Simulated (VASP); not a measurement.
Here is a VASP 6.6.1 calculation.

The input INCAR:

```
ALGO = Fast ; EDIFF = 1E-8
ENCUT = 520 ; GGA = PE
ISIF = 2 ; ISMEAR = -1
LASPH = True ; LCHARG = False
LEFG = True ; LREAL = Auto
LWAVE = False ; NBANDS = 122
NELM = 100 ; PREC = Accurate
SIGMA = 0.01
```

File KPOINTS:

```
k-points
0
Gamma
  3 3 3
```

File POSCAR:

```
Al16SO23
1.0
   -4.8050272208     -2.7741837594      4.3720844159
    4.8050272208     -2.7741837594      4.3720844159
    0.0000000000      5.5483675188      4.3720844159
Al S O
16 1 23
Direct
    0.6479040000      0.6479040000      0.6479040000
    0.1479040000      0.1479040000      0.6479040000
    0.1479040000      0.6479040000      0.1479040000
    0.6479040000      0.1479040000      0.1479040000
    0.8520960000      0.8520960000      0.8520960000
    0.3520960000      0.3520960000      0.8520960000
    0.3520960000      0.8520960000      0.3520960000
    0.8520960000      0.3520960000      0.3520960000
    0.1479040000      0.1479040000      0.1479040000
    0.6479040000      0.6479040000      0.1479040000
    0.6479040000      0.1479040000      0.6479040000
    0.1479040000      0.6479040000      0.6479040000
    0.3520960000      0.3520960000      0.3520960000
    0.8520960000      0.8520960000      0.3520960000
    0.8520960000      0.3520960000      0.8520960000
    0.3520960000      0.8520960000      0.8520960000
    0.4030727500      0.5969272500      0.2500000000
    0.9030727500      0.0969272500      0.2500000000
    0.9030727500      0.5969272500      0.7500000000
    0.4030727500      0.0969272500      0.7500000000
    0.4030727500      0.7500000000      0.5969272500
    0.9030727500      0.2500000000      0.5969272500
    0.9030727500      0.7500000000      0.0969272500
    0.4030727500      0.2500000000      0.0969272500
    0.5969272500      0.2500000000      0.4030727500
    0.0969272500      0.7500000000      0.4030727500
    0.0969272500      0.2500000000      0.9030727500
    0.5969272500      0.7500000000      0.9030727500
    0.2500000000      0.4030727500      0.5969272500
    0.7500000000      0.9030727500      0.5969272500
    0.7500000000      0.4030727500      0.0969272500
    0.2500000000      0.9030727500      0.0969272500
    0.7500000000      0.5969272500      0.4030727500
    0.2500000000      0.0969272500      0.4030727500
    0.2500000000      0.5969272500      0.9030727500
    0.7500000000      0.0969272500      0.9030727500
    0.5969272500      0.4030727500      0.7500000000
    0.0969272500      0.9030727500      0.7500000000
    0.0969272500      0.4030727500      0.2500000000
    0.5969272500      0.9030727500      0.2500000000
```

Potentials or basis: VASP PAW PBE potentials, release 64 (Al, S, O).

Launch:

```bash
$ cat potpaw_PBE.64/Al/POTCAR potpaw_PBE.64/S/POTCAR potpaw_PBE.64/O/POTCAR > POTCAR
$ mpirun -np 1 vasp_std > vasp.out
```

(1) Estimate the pressure.

(2) Estimate the largest force.

## Answers

(1) 12.2 GPa.

(2) 9.444 eV/Å.
